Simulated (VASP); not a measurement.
Crystal: BeZn3Se4.

```xyz
8
Lattice="5.5182 0.0000 0.0000 0.0000 -5.5182 0.0000 0.0000 0.0000 -5.5182" Properties=species:S:1:pos:R:3 pbc="T T T"
Be    0.0000   -2.7591   -2.7591
Zn    2.7591    0.0000   -2.7591
Zn    2.7591   -2.7591    0.0000
Zn    0.0000    0.0000    0.0000
Se    1.3796   -1.3796   -1.3796
Se    4.1387   -4.1387   -1.3796
Se    4.1387   -1.3796   -4.1387
Se    1.3796   -4.1387   -4.1387
```

The cell was built by a generator and needn't be a form met in nature.

```yaml
Program: VASP 6.6.1
Task: relaxation of cell and atoms
Functional: PBEsol
Potentials_or_basis: VASP PAW PBE potentials, release 64 (Be, Zn, Se)
Cutoff: 600 eV
k_mesh: 6 × 6 × 6
Occupations: gaussian, width 0.03 eV
Spin: no spin polarisation
```

At the start: pressure 0.9 GPa; volume 21.00 Å³/atom.

**Question.** Where does the relaxation end?

**Answer.** Over 7 steps the energy falls by 42.1 meV/atom and the volume is 20.96 Å³/atom (-0.2 %); space group P-43m (No. 215, to 0.05 Å).

Step by step:
```csv
step,energy change (eV),largest force (eV/Å),pressure (GPa),volume (Å³)
1,0.0000,1.2456,0.89,168.03
2,-0.2300,0.6667,-0.87,170.89
3,-0.2923,0.1660,-2.02,173.33
4,-0.3329,0.0963,0.48,166.36
5,-0.3364,0.0353,-0.08,167.81
6,-0.3364,0.0307,-0.16,167.92
7,-0.3367,0.0041,-0.03,167.71
```

Final structure:
```cif
data_structure
_symmetry_space_group_name_H-M 'P 1'
_symmetry_Int_Tables_number 1
_cell_length_a 5.5146
_cell_length_b 5.5146
_cell_length_c 5.5146
_cell_angle_alpha 90.000
_cell_angle_beta 90.000
_cell_angle_gamma 90.000
_cell_volume 167.71
loop_
_atom_site_label
_atom_site_type_symbol
_atom_site_fract_x
_atom_site_fract_y
_atom_site_fract_z
_atom_site_occupancy
Be1 Be 0.00000 0.50000 0.50000 1
Zn1 Zn 0.50000 0.00000 0.50000 1
Zn2 Zn 0.50000 0.50000 0.00000 1
Zn3 Zn 0.00000 0.00000 0.00000 1
Se1 Se 0.23641 0.26359 0.26359 1
Se2 Se 0.76359 0.73641 0.26359 1
Se3 Se 0.76359 0.26359 0.73641 1
Se4 Se 0.23641 0.73641 0.73641 1
```

Caveat: the PAW data sets were made with another functional, which shifts forces and pressure a little.
